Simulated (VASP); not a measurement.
# NiSb (Breithauptite) with r2SCAN + rVV10: from relaxation to properties, part 3 of 11

What structure does NiSb (Breithauptite) take at this level, and what are its properties? The start is a cell from a database of measured crystal structures.

VASP 6.6.1, plane waves and PAW; the level of theory is named at each step.

Still holding for the runs below: The k-mesh is coarse for a metal.

So far. Step 2 (Magnetic start: ferromagnetic): The moments fall under 0.1 μB, and the mesh shows no gap. Step 3 (Magnetic start: antiferromagnetic within the cell): The energy lies +0.0 meV an atom from the first pattern, and both runs end without moments, so a difference comes from cell, mesh or thresholds alone. The moments fall under 0.1 μB, and the mesh shows no gap.

The database entry behind the starting cell differs from later determinations by our own check (c about 0.3 % short), so it need not match the best structure at ambient conditions.

## Step 4: Magnetic start: antiferromagnetic, q = (0, 0, 1/2)

Level of this step: r2SCAN with rVV10, spin-polarised from an antiferromagnetic start; plane waves and PAW (Ni, Sb) (VASP).

System of this step: NiSb (Breithauptite). It takes space group P6_3/mmc (No. 194, hexagonal). The conventional cell has a = 3.928 Å, b = 3.928 Å, c = 5.120 Å, α = 90.00°, β = 90.00°, γ = 120.00°. Nearest to Ni lie 2 Ni at 2.56 Å and 6 Sb at 2.60 Å. Sb has 6 Ni at 2.60 Å nearest. Farther neighbours are not listed.

Next, a pattern with opposite moments, which needs a doubled cell; q is given in the reciprocal vectors of the primitive cell.

INCAR reads:

```
SYSTEM = NiSb
PREC = Accurate
ENCUT = 400
EDIFF = 1E-06
NELM = 100
ISMEAR = 0
SIGMA = 0.05
LREAL = .FALSE.
ALGO = Normal
METAGGA = R2SCAN
LUSE_VDW = .TRUE.
IVDW_NL = 2
BPARAM = 11.95
CPARAM = 0.0093
LASPH = .TRUE.
NBANDS = 42
ISPIN = 2
MAGMOM = 1 -1 1 -1 0 0 0 0
LMAXMIX = 4
LORBIT = 11
LWAVE = .FALSE.
LCHARG = .FALSE.
KPAR = 8
ISIF = 2
```

POSCAR reads:

```
NiSb
1.0
    3.9280000000      0.0000000000      0.0000000000
   -1.9640000000      3.4017477861      0.0000000000
    0.0000000000      0.0000000000     10.2400000000
Ni Sb
4 4
Direct
    0.0000000000      0.0000000000      0.0000000000
    0.0000000000      0.0000000000      0.5000000000
    0.0000000000      0.0000000000      0.2500000000
    0.0000000000      0.0000000000      0.7500000000
    0.3333333333      0.6666666667      0.1250000000
    0.3333333333      0.6666666667      0.6250000000
    0.6666666667      0.3333333333      0.3750000000
    0.6666666667      0.3333333333      0.8750000000
```

KPOINTS reads:

```
Automatic mesh
0
Gamma
7 7 3
0 0 0
```

Potentials, in the order of the species: Ni and Sb (PBE family, release 64).

Launch:

```
$ mpirun -np 8 vasp_std
```

The log of the run:

```text
[banner, memory and clock lines left out]
running    8 mpi-ranks, on    1 nodes
 distrk:  each k-point on    1 cores,    8 groups
 distr:  one band on    1 cores,    1 groups

 POSCAR found type information on POSCAR NiSb
 POSCAR found :  2 types and       8 ions
 [... a notice as in an earlier step ...]

 [... a notice as in an earlier step ...]

 [... a notice as in an earlier step ...]

 LDA part: xc-table for (None), standard interpolation
 POSCAR, INCAR and KPOINTS ok, starting setup
 FFT: planning ... GRIDC
 FFT: planning ... GRID_SOFT
 FFT: planning ... GRID
 WAVECAR not read
 entering main loop
       N       E                     dE             d eps       ncg     rms          rms(c)
Total rVV10 correction in eV:      1.5482693    82.0364628
Total rVV10 correction in eV:      1.5482693    82.0364628
Total rVV10 correction in eV:      1.5482693    82.0364628
Total rVV10 correction in eV:      1.5482693    82.0364628
Total rVV10 correction in eV:      1.5482693    82.0364628
Total rVV10 correction in eV:      1.5482693    82.0364628
Total rVV10 correction in eV:      1.5482693    82.0364628
Total rVV10 correction in eV:      1.5482693    82.0364628
DAV:   1     0.260923845494E+03    0.26092E+03   -0.21080E+04  2688   0.126E+03
DAV:   2    -0.131752751493E+03   -0.39268E+03   -0.37593E+03  2738   0.311E+02
DAV:   3    -0.159692738800E+03   -0.27940E+02   -0.26874E+02  3134   0.104E+02
DAV:   4    -0.160447920043E+03   -0.75518E+00   -0.75020E+00  3078   0.162E+01
DAV:   5    -0.160473437020E+03   -0.25517E-01   -0.25511E-01  3826   0.291E+00    0.197E+01
Total rVV10 correction in eV:      1.4735557    82.0364680
Total rVV10 correction in eV:      1.4735557    82.0364680
Total rVV10 correction in eV:      1.4735557    82.0364680
Total rVV10 correction in eV:      1.4735557    82.0364680
Total rVV10 correction in eV:      1.4735557    82.0364680
Total rVV10 correction in eV:      1.4735557    82.0364680
Total rVV10 correction in eV:      1.4735557    82.0364680
Total rVV10 correction in eV:      1.4735557    82.0364680
DAV:   6    -0.159471977555E+03    0.10015E+01   -0.66462E+01  2968   0.111E+02    0.268E+01
Total rVV10 correction in eV:      1.5046925    82.0364695
Total rVV10 correction in eV:      1.5046925    82.0364695
Total rVV10 correction in eV:      1.5046925    82.0364695
Total rVV10 correction in eV:      1.5046925    82.0364695
Total rVV10 correction in eV:      1.5046925    82.0364695
Total rVV10 correction in eV:      1.5046925    82.0364695
Total rVV10 correction in eV:      1.5046925    82.0364695
Total rVV10 correction in eV:      1.5046925    82.0364695
DAV:   7    -0.150827783964E+03    0.86442E+01   -0.18325E+01  3162   0.704E+01    0.660E+00
Total rVV10 correction in eV:      1.5039568    82.0364689
Total rVV10 correction in eV:      1.5039568    82.0364689
Total rVV10 correction in eV:      1.5039568    82.0364689
Total rVV10 correction in eV:      1.5039568    82.0364689
Total rVV10 correction in eV:      1.5039568    82.0364689
Total rVV10 correction in eV:      1.5039568    82.0364689
Total rVV10 correction in eV:      1.5039568    82.0364689
Total rVV10 correction in eV:      1.5039568    82.0364689
DAV:   8    -0.151210804740E+03   -0.38302E+00   -0.38151E+00  3754   0.196E+01    0.520E+00
Total rVV10 correction in eV:      1.4933555    82.0364686
Total rVV10 correction in eV:      1.4933555    82.0364686
Total rVV10 correction in eV:      1.4933555    82.0364686
Total rVV10 correction in eV:      1.4933555    82.0364686
Total rVV10 correction in eV:      1.4933555    82.0364686
Total rVV10 correction in eV:      1.4933555    82.0364686
Total rVV10 correction in eV:      1.4933555    82.0364686
Total rVV10 correction in eV:      1.4933555    82.0364686
DAV:   9    -0.151129099960E+03    0.81705E-01   -0.75538E-01  3616   0.112E+01    0.164E+00
Total rVV10 correction in eV:      1.4945973    82.0364688
Total rVV10 correction in eV:      1.4945973    82.0364688
Total rVV10 correction in eV:      1.4945973    82.0364688
Total rVV10 correction in eV:      1.4945973    82.0364688
Total rVV10 correction in eV:      1.4945973    82.0364688
Total rVV10 correction in eV:      1.4945973    82.0364688
Total rVV10 correction in eV:      1.4945973    82.0364688
Total rVV10 correction in eV:      1.4945973    82.0364688
DAV:  10    -0.151162484268E+03   -0.33384E-01   -0.10141E-01  3140   0.372E+00    0.873E-01
Total rVV10 correction in eV:      1.4960163    82.0364688
Total rVV10 correction in eV:      1.4960163    82.0364688
Total rVV10 correction in eV:      1.4960163    82.0364688
Total rVV10 correction in eV:      1.4960163    82.0364688
Total rVV10 correction in eV:      1.4960163    82.0364688
Total rVV10 correction in eV:      1.4960163    82.0364688
Total rVV10 correction in eV:      1.4960163    82.0364688
Total rVV10 correction in eV:      1.4960163    82.0364688
DAV:  11    -0.151175560412E+03   -0.13076E-01   -0.11389E-02  4012   0.150E+00    0.512E-01
Total rVV10 correction in eV:      1.4969231    82.0364688
Total rVV10 correction in eV:      1.4969231    82.0364688
Total rVV10 correction in eV:      1.4969231    82.0364688
Total rVV10 correction in eV:      1.4969231    82.0364688
Total rVV10 correction in eV:      1.4969231    82.0364688
Total rVV10 correction in eV:      1.4969231    82.0364688
Total rVV10 correction in eV:      1.4969231    82.0364688
Total rVV10 correction in eV:      1.4969231    82.0364688
DAV:  12    -0.151184596720E+03   -0.90363E-02   -0.11221E-02  3316   0.886E-01    0.212E-01
Total rVV10 correction in eV:      1.4969731    82.0364688
Total rVV10 correction in eV:      1.4969731    82.0364688
Total rVV10 correction in eV:      1.4969731    82.0364688
Total rVV10 correction in eV:      1.4969731    82.0364688
Total rVV10 correction in eV:      1.4969731    82.0364688
Total rVV10 correction in eV:      1.4969731    82.0364688
Total rVV10 correction in eV:      1.4969731    82.0364688
Total rVV10 correction in eV:      1.4969731    82.0364688
DAV:  13    -0.151184805339E+03   -0.20862E-03   -0.33335E-03  3640   0.477E-01    0.103E-01
Total rVV10 correction in eV:      1.4969794    82.0364688
Total rVV10 correction in eV:      1.4969794    82.0364688
Total rVV10 correction in eV:      1.4969794    82.0364688
Total rVV10 correction in eV:      1.4969794    82.0364688
Total rVV10 correction in eV:      1.4969794    82.0364688
Total rVV10 correction in eV:      1.4969794    82.0364688
Total rVV10 correction in eV:      1.4969794    82.0364688
Total rVV10 correction in eV:      1.4969794    82.0364688
DAV:  14    -0.151184857514E+03   -0.52175E-04   -0.28770E-04  3000   0.100E-01    0.822E-02
Total rVV10 correction in eV:      1.4969486    82.0364688
Total rVV10 correction in eV:      1.4969486    82.0364688
Total rVV10 correction in eV:      1.4969486    82.0364688
Total rVV10 correction in eV:      1.4969486    82.0364688
Total rVV10 correction in eV:      1.4969486    82.0364688
Total rVV10 correction in eV:      1.4969486    82.0364688
Total rVV10 correction in eV:      1.4969486    82.0364688
Total rVV10 correction in eV:      1.4969486    82.0364688
DAV:  15    -0.151184858426E+03   -0.91182E-06   -0.24875E-05  3080   0.382E-02    0.307E-02
Total rVV10 correction in eV:      1.4969526    82.0364688
Total rVV10 correction in eV:      1.4969526    82.0364688
Total rVV10 correction in eV:      1.4969526    82.0364688
Total rVV10 correction in eV:      1.4969526    82.0364688
Total rVV10 correction in eV:      1.4969526    82.0364688
Total rVV10 correction in eV:      1.4969526    82.0364688
Total rVV10 correction in eV:      1.4969526    82.0364688
Total rVV10 correction in eV:      1.4969526    82.0364688
DAV:  16    -0.151184858099E+03    0.32659E-06   -0.70140E-06  2872   0.179E-02
Total rVV10 correction in eV:      1.4971020    82.0364688
Total rVV10 correction in eV:      1.4971020    82.0364688
Total rVV10 correction in eV:      1.4971020    82.0364688
Total rVV10 correction in eV:      1.4971020    82.0364688
Total rVV10 correction in eV:      1.4971020    82.0364688
Total rVV10 correction in eV:      1.4971020    82.0364688
Total rVV10 correction in eV:      1.4971020    82.0364688
Total rVV10 correction in eV:      1.4971020    82.0364688
Total rVV10 correction in eV:      1.4969811    82.0364688
Total rVV10 correction in eV:      1.4969811    82.0364688
Total rVV10 correction in eV:      1.4969811    82.0364688
Total rVV10 correction in eV:      1.4969811    82.0364688
Total rVV10 correction in eV:      1.4969811    82.0364688
Total rVV10 correction in eV:      1.4969811    82.0364688
Total rVV10 correction in eV:      1.4969811    82.0364688
Total rVV10 correction in eV:      1.4969811    82.0364688
   1 F= -.15118486E+03 E0= -.15117985E+03  d E =-.100140E-01  mag=     0.0000
```

It took 2.4 min on 8 MPI ranks of Intel Xeon Platinum 8488C (Sapphire Rapids), shared host; peak memory 4.3 GiB.

From OUTCAR (step 4):

```text
  LATTYP: Found a hexagonal cell.
 ALAT       =     3.9280000000
 C/A-ratio  =     2.6069246436

 Found     16 irreducible k-points:

   k-points           NKPTS =     16   k-points in BZ     NKDIM =     16   number of bands    NBANDS=     42

   dimension x,y,z NGX =    28 NGY =   28 NGZ =   70
   dimension x,y,z NGXF=    56 NGYF=   56 NGZF=  140

   ENCUT  =  400.0 eV  29.40 Ry    5.42 a.u.   6.41  6.41 16.70*2*pi/ulx,y,z

   NELECT =      60.0000    total number of electrons

 E-fermi :  10.0189

 spin component 1
 k-point     1 :       0.0000    0.0000    0.0000
  band No.  band energies     occupation
    ...
     21       7.7338      1.00000
     22       7.7339      1.00000
     23       8.5437      1.00000
     24       8.5437      1.00000
     25       9.8742      0.99998
     26      10.3384      0.00000
     27      10.3385      0.00000
     28      10.5226      0.00000
     29      10.5226      0.00000
     30      12.1141      0.00000
    ...

 k-point     2 :       0.1429   -0.0000    0.0000
  band No.  band energies     occupation
    ...
     23       8.5242      1.00000
     24       8.5440      1.00000
     25       9.0431      1.00000
     26       9.7262      1.00000
     27       9.7871      1.00000
     28      10.1685      0.00001
     29      10.1685      0.00001
     30      11.2706      0.00000
     31      11.2706      0.00000
     32      11.5577      0.00000
    ...

 k-point     3 :       0.2857   -0.0000    0.0000
  band No.  band energies     occupation
    ...
     25       8.5449      1.00000
     26       8.6168      1.00000
     27       8.9385      1.00000
     28       8.9385      1.00000
     29       9.4124      1.00000
     30      10.6649      0.00000
     31      10.7179      0.00000
     32      10.7179      0.00000
     33      11.4743      0.00000
     34      11.4743      0.00000
    ...

 k-point     4 :       0.4286    0.0000    0.0000
  band No.  band energies     occupation
    ...
     26       8.1732      1.00000
     27       8.4644      1.00000
     28       8.5197      1.00000
     29       8.5462      1.00000
     30       9.8255      1.00000
     31      10.2032      0.00000
     32      10.2032      0.00000
     33      11.2313      0.00000
     34      11.7616      0.00000
     35      11.7616      0.00000
    ...

  Total       -0.7888793     -0.7888793     -0.9700520     -0.0000000      0.0000000     -0.0000000
  in kB       -9.2373539     -9.2373539    -11.3587896     -0.0000000      0.0000000     -0.0000000
  external PRESSURE =      -9.9444991 kB  Pullay stress =       0.0000000 kB

  energy-cutoff  :      400.00
  volume of cell :      136.83
      direct lattice vectors                 reciprocal lattice vectors
     3.928000000  0.000000000  0.000000000     0.254582485  0.146983266  0.000000000
    -1.964000000  3.401747786  0.000000000     0.000000000  0.293966532  0.000000000
     0.000000000  0.000000000 10.240000000     0.000000000  0.000000000  0.097656250

 POSITION                                       TOTAL-FORCE (eV/Angst)
 -----------------------------------------------------------------------------------
      0.00000      0.00000      0.00000        -0.000000      0.000000      0.000071
      0.00000      0.00000      5.12000        -0.000000      0.000000      0.000071
      0.00000      0.00000      2.56000        -0.000000      0.000000     -0.000071
      0.00000      0.00000      7.68000        -0.000000      0.000000     -0.000071
     -0.00000      2.26783      1.28000         0.000000     -0.000000      0.000000
     -0.00000      2.26783      6.40000         0.000000     -0.000000      0.000000
      1.96400      1.13392      3.84000        -0.000000     -0.000000      0.000000
      1.96400      1.13392      8.96000        -0.000000      0.000000      0.000000
 -----------------------------------------------------------------------------------
    total drift:                                0.000000     -0.000000      0.000000

  FREE ENERGIE OF THE ION-ELECTRON SYSTEM (eV)
  ---------------------------------------------------
  free  energy   TOTEN  =      -151.1848580990 eV

  energy  without entropy=     -151.1748440658  energy(sigma->0) =     -151.17985108

 total charge
# of ion       s       p       d       tot
------------------------------------------
    1        0.458   0.511   8.471   9.441
    2        0.458   0.511   8.471   9.441
    3        0.458   0.511   8.471   9.441
    4        0.458   0.511   8.471   9.441
    5        1.105   1.236   0.078   2.420
    6        1.105   1.236   0.078   2.420
    7        1.105   1.236   0.078   2.420
    8        1.105   1.236   0.078   2.420
--------------------------------------------------
tot          6.254   6.988  34.199  47.441

 magnetization (x)
# of ion       s       p       d       tot
------------------------------------------
    1       -0.000  -0.000   0.000   0.000
    2        0.000   0.000  -0.000  -0.000
    3       -0.000  -0.000   0.000   0.000
    4        0.000   0.000  -0.000  -0.000
    5       -0.000  -0.000  -0.000  -0.000
    6        0.000   0.000   0.000   0.000
    7        0.000   0.000   0.000   0.000
    8        0.000   0.000   0.000   0.000
--------------------------------------------------
tot          0.000   0.000   0.000   0.000

[... 2 parts as in an earlier step ...]

[... 6 further parts left out ...]
```

Numbers from this step:

```yaml
scf_cycles: 16
electrons: 60
bands: 42
irreducible_k_points: 16
symmetry_operations: 12
free_energy_toten: -151.1849 eV
energy_at_zero_smearing: -151.1799 eV
fermi_energy: 10.02 eV
pressure: -0.9944 GPa
```

The spin moment in the PAW sphere vanishes on all atoms.

The energy lies +6.1 meV an atom from the first pattern, and both runs end without moments, so a difference comes from cell, mesh or thresholds alone. The moments fall under 0.1 μB, and the mesh shows no gap.

(Part 3 of 11 ends here.)

[Lines on the potential files, build, host, timing and source positions are cut from VASP's logs without a mark.]

[Logs are printed without paths, hosts, clocks, repeated set-up lines and the standing remarks that a program may print on its own settings, such as how far it seeks lower states.]

[Hosts, paths, dates, database ids (printed as entryN), source tags and the programs' standing remarks are cut or masked in the printed files.]

[A measured line is paired with the nearest computed mode of its activity, which favours agreement.]

[In band tables of VASP the shares of atoms and orbitals are scaled to a sum of 1 inside the atoms' spheres.]
